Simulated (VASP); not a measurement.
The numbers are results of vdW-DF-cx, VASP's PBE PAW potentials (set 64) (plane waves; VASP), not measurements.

A VASP calculation is set up with these files.

**KPOINTS**
```
kpoints
0
Gamma
4 4 4
```

### POSCAR
```
CsPbCl3
1.0
  5.6922950154   0.0000000000   0.0000000000
  0.0000000000   5.6922950154   0.0000000000
  0.0000000000   0.0000000000   5.6922950154
Cs Pb Cl
1 1 3
direct
  0.0000000000   0.0000000000   0.0000000000
  0.5000000000   0.5000000000   0.5000000000
  0.5000000000   0.0000000000   0.5000000000
  0.0000000000   0.5000000000   0.5000000000
  0.5000000000   0.5000000000   0.0000000000
```

**INCAR**
```
ISMEAR = 0   ! Gaussian
PREC = Accurate
ENCUT = 520   ! plane-wave cut-off (eV)
LASPH = .True.
SYSTEM = CsPbCl3
LWAVE = .False.
ISIF = 2
LUSE_VDW = .True.
LCHARG = .False.
GGA = CX
ALGO = Normal   ! blocked Davidson
LREAL = .False.
AGGAC = 0.0
SIGMA = 0.05
LMAXMIX = 4   ! l cut-off of mixed one-centre charges
EDIFF = 1E-7
NELM = 100   ! most electronic steps
```

POTCAR, in this order: Cs_sv Pb_d Cl (PBE.64 set). Program: vasp_std.

**Question.** What will the output report for the number of irreducible k-points (NKPTS), largest plane-wave count, number of space-group operations, FFT grid (NGX, NGY, NGZ)?

**Answer.** 
The number of irreducible k-points (NKPTS) comes out as 10 and the largest plane-wave count is 4982. The number of space-group operations is 48. The FFT grid (NGX, NGY, NGZ) is 42 × 42 × 42.

The compound is CsPbCl3 in the cubic perovskite structure, the ideal cubic form; the compound distorts at low or room temperature. This cell is one point of a volume scan, at 1.03 of the reference volume.
